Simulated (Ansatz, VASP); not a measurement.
## InAs: VASP beside Ansatz

One calculation is typed for both programs; each brings its own data sets. How far apart do they land? The cell is taken from a series of runs on this material, whose earlier steps may have relaxed, scaled, displaced or heated it; both programs get it as it stands.

Calculated with Ansatz 0.2.0; plane waves, with VASP 6.6.1 beside it; HSE06, spin-orbit coupling.

## 1. Starting point

Symmetry: F-43m, No. 216, cubic system. The conventional cell has a = 6.036 Å, b = 6.036 Å, c = 6.036 Å, α = 90.00°, β = 90.00°, γ = 90.00°. Nearest to In lie 4 As at 2.61 Å. Nearest to As lie 4 In at 2.61 Å. Farther neighbours are not listed.

## 2. VASP: single point, HSE06, spin-orbit coupling

With cell and atoms fixed, the geometry can't cause a difference; cores, projectors, grids and the points listed under the comparison can.

Lines of VASP's logs that name or quote its potential files are left out, and so is its time.

The run reads the wave functions of an earlier VASP run, which isn't shown here.

File INCAR:

```
SYSTEM = InAs
PREC = Accurate
ENCUT = 400
EDIFF = 1E-06
NELM = 100
ISMEAR = -1
SIGMA = 0.02
LREAL = .FALSE.
ALGO = Normal
LHFCALC = .TRUE.
AEXX = 0.25
GGA = PE
HFSCREEN = 0.208
LASPH = .TRUE.
LNONCOLLINEAR = .TRUE.
MAGMOM = 0 0 0 0 0 0
NBANDS = 30
GGA_COMPAT = .FALSE.
LSORBIT = .TRUE.
PRECFOCK = Fast
LORBIT = 11
LWAVE = .FALSE.
LCHARG = .FALSE.
KPAR = 8
NCORE = 2
ISIF = 2
```

File POSCAR:

```
InAs
1.0
    0.0000000000      3.0180000000      3.0180000000
    3.0180000000      0.0000000000      3.0180000000
    3.0180000000      3.0180000000      0.0000000000
In As
1 1
Direct
    0.0000000000      0.0000000000      0.0000000000
    0.2500000000      0.2500000000      0.2500000000
```

File KPOINTS:

```
Automatic mesh
0
Gamma
4 4 4
0 0 0
```

Potentials, in the order of the species: In_d and As (PBE family, release 64).

Launch:

```
$ mpirun -np 16 vasp_ncl
```

Numbers of over 12 decimals in the logs are rounded to 6 here.

The program printed:

```text
[banner, memory and clock lines left out]
running   16 mpi-ranks, on    1 nodes
 distrk:  each k-point on    2 cores,    8 groups
 distr:  one band on    2 cores,    1 groups

 POSCAR found type information on POSCAR InAs
 POSCAR found :  2 types and       2 ions
 LDA part: xc-table for (Slater+PW92), standard interpolation
 found WAVECAR, reading the header
 POSCAR, INCAR and KPOINTS ok, starting setup
 FFT: planning ... GRIDC
 FFT: planning ... GRID_SOFT
 FFT: planning ... GRID
 reading WAVECAR
 the WAVECAR file was read successfully
 initial charge from wavefunction
 entering main loop
       N       E                     dE             d eps       ncg     rms          rms(c)
DAV:   1    -0.913232954903E+01   -0.91323E+01   -0.50639E-01   800   0.875E+00    0.392E+00
DAV:   2    -0.914381670288E+01   -0.11487E-01   -0.42634E-02   702   0.169E+00    0.336E+00
DAV:   3    -0.914293362364E+01    0.88308E-03   -0.32913E-03   854   0.641E-01    0.256E+00
DAV:   4    -0.914252379717E+01    0.40983E-03   -0.21462E-04   742   0.194E-01    0.159E+00
DAV:   5    -0.914240363015E+01    0.12017E-03   -0.70225E-05   724   0.929E-02    0.964E-01
DAV:   6    -0.914236767270E+01    0.35957E-04   -0.16263E-05   722   0.479E-02    0.588E-01
DAV:   7    -0.914235671007E+01    0.10963E-04   -0.46066E-06   678   0.241E-02    0.354E-01
DAV:   8    -0.914235447873E+01    0.22313E-05   -0.18573E-06   592   0.133E-02    0.213E-01
DAV:   9    -0.914235373021E+01    0.74852E-06   -0.82670E-07   580   0.790E-03
   1 F= -.91423537E+01 E0= -.91423537E+01  d E =-.105296E-06  mag=    -0.0000    -0.0000    -0.0000
```

From OUTCAR (step 2):

```text
ion  position               nearest neighbor table
   1  0.000  0.000  0.000-   2 2.61   2 2.61   2 2.61   2 2.61
   2  0.250  0.250  0.250-   1 2.61   1 2.61   1 2.61   1 2.61

  LATTYP: Found a face centered cubic cell.
 ALAT       =     6.0360000000

 Subroutine GETGRP returns: Found 24 space group operations
 (whereof 24 operations were pure point group operations)

The static configuration has the point symmetry T_d .

 Found     10 irreducible k-points:

   k-points           NKPTS =     10   k-points in BZ     NKDIM =     64   number of bands    NBANDS=     30

   dimension x,y,z NGX =    28 NGY =   28 NGZ =   28
   dimension x,y,z NGXF=    56 NGYF=   56 NGZF=   56

   ENCUT  =  400.0 eV  29.40 Ry    5.42 a.u.   6.96  6.96  6.96*2*pi/ulx,y,z

   NELECT =      18.0000    total number of electrons

 k-points in reciprocal lattice and weights: Automatic mesh
   0.00000000  0.00000000  0.00000000       0.016
   0.25000000  0.00000000  0.00000000       0.062
  -0.25000000  0.00000000  0.00000000       0.062
   0.50000000  0.00000000  0.00000000       0.062
   0.25000000  0.25000000  0.00000000       0.094
   0.50000000  0.25000000  0.00000000       0.188
   0.50000000 -0.25000000  0.00000000       0.188
  -0.25000000  0.25000000  0.00000000       0.188
   0.50000000  0.50000000  0.00000000       0.047
  -0.25000000  0.50000000  0.25000000       0.094

  exchange ACFDT corr.  =         0.00000000  see jH, gK, PRB 81, 115126

 average (electrostatic) potential at core
       1 -90.3621       2 -45.7409

 E-fermi :   4.5439

 k-point     1 :       0.0000    0.0000    0.0000
  band No.  band energies     occupation
    ...
     14       3.9146      1.00000
     15       4.2906      1.00000
     16       4.2906      1.00000
     17       4.2906      1.00000
     18       4.2906      1.00000
     19       4.7833      0.00001
     20       4.7833      0.00001
     21       8.5400      0.00000
     22       8.5400      0.00000
     23       8.9898      0.00000
    ...

 k-point     2 :       0.2500    0.0000    0.0000
  band No.  band energies     occupation
    ...
     14       0.2580      1.00000
     15       3.4167      1.00000
     16       3.4167      1.00000
     17       3.6725      1.00000
     18       3.6850      1.00000
     19       6.1670      0.00000
     20       6.1670      0.00000
     21       9.4699      0.00000
     22       9.4699      0.00000
     23       9.7280      0.00000
    ...

 k-point     3 :      -0.2500    0.0000    0.0000
  band No.  band energies     occupation
    ...
     14       0.2580      1.00000
     15       3.4167      1.00000
     16       3.4167      1.00000
     17       3.6725      1.00000
     18       3.6850      1.00000
     19       6.1670      0.00000
     20       6.1670      0.00000
     21       9.4699      0.00000
     22       9.4699      0.00000
     23       9.7280      0.00000
    ...

  Total        0.7379769      0.7379769      0.7379769      0.0000000      0.0000000     -0.0000000
  in kB       21.5062981     21.5062981     21.5062981      0.0000000      0.0000000     -0.0000000
  external PRESSURE =      21.5062981 kB  Pullay stress =       0.0000000 kB

  energy-cutoff  :      400.00
  volume of cell :       54.98
      direct lattice vectors                 reciprocal lattice vectors
     0.000000000  3.018000000  3.018000000    -0.165672631  0.165672631  0.165672631
     3.018000000  0.000000000  3.018000000     0.165672631 -0.165672631  0.165672631
     3.018000000  3.018000000  0.000000000     0.165672631  0.165672631 -0.165672631

 POSITION                                       TOTAL-FORCE (eV/Angst)
 -----------------------------------------------------------------------------------
      0.00000      0.00000      0.00000        -0.000000      0.000000     -0.000000
      1.50900      1.50900      1.50900         0.000000     -0.000000      0.000000
 -----------------------------------------------------------------------------------
    total drift:                                0.000005     -0.000002      0.000006

  FREE ENERGIE OF THE ION-ELECTRON SYSTEM (eV)
  ---------------------------------------------------
  free  energy   TOTEN  =        -9.1423537302 eV

  energy  without entropy=       -9.1423536249  energy(sigma->0) =       -9.14235368

 Spin-Orbit-Coupling matrix elements
 Ion:    1  E_soc:     -0.0684645
 Ion:    2  E_soc:     -0.0236170

 total charge
# of ion       s       p       d       tot
------------------------------------------
    1        0.845   0.763   9.908  11.515
    2        1.215   1.644   0.022   2.881
--------------------------------------------------
tot          2.060   2.407   9.930  14.396

 magnetization (x)
# of ion       s       p       d       tot
------------------------------------------
    1        0.000   0.000  -0.000   0.000
    2        0.000  -0.000  -0.000  -0.000
--------------------------------------------------
tot          0.000  -0.000  -0.000  -0.000

 magnetization (y)
# of ion       s       p       d       tot
------------------------------------------
    1        0.000   0.000   0.000   0.000
    2        0.000   0.000   0.000   0.000
--------------------------------------------------
tot          0.000   0.000   0.000   0.000

 magnetization (z)
# of ion       s       p       d       tot
------------------------------------------
    1       -0.000   0.000   0.000   0.000
    2       -0.000   0.000   0.000   0.000
--------------------------------------------------
tot         -0.000   0.000   0.000   0.000

[... 3 further parts left out ...]
```

The k-mesh is coarse for exact exchange; levels may shift by about 0.1 eV on a finer one.

(Continued in part 2 of 2.)

[Lines on the potential files, build, host, timing and source positions are cut from VASP's logs without a mark.]

[Logs are printed without paths, hosts, clocks, repeated set-up lines and the standing remarks that a program may print on its own settings, such as how far it seeks lower states.]

[Hosts, paths, dates, database ids (printed as entryN), source tags and the programs' standing remarks are cut or masked in the printed files.]
